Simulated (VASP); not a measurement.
```xyz
2
Lattice="0.0000 2.4888 2.4888 2.4888 0.0000 2.4888 2.4888 2.4888 0.0000" Properties=species:S:1:pos:R:3 pbc="T T T"
Y      0.0000     0.0000     0.0000
N      2.4888     2.4888     2.4888
```

All values below come from PBE GGA, VASP's PBE PAW potentials (set 64) (plane waves; VASP 6.6.1). Numerical set-up: 520 eV cut-off, 7×7×7 Γ-centred mesh, Gaussian smearing of 0.050 eV, potentials Y_sv N.

Question: What does the run give for the energy per atom (σ→0), pressure?

Answer: 
The energy per atom (σ→0) is -9.099 eV/atom and the pressure is -6.39 GPa.

The compound is YN in the rock salt structure. The cell was not relaxed at this level.
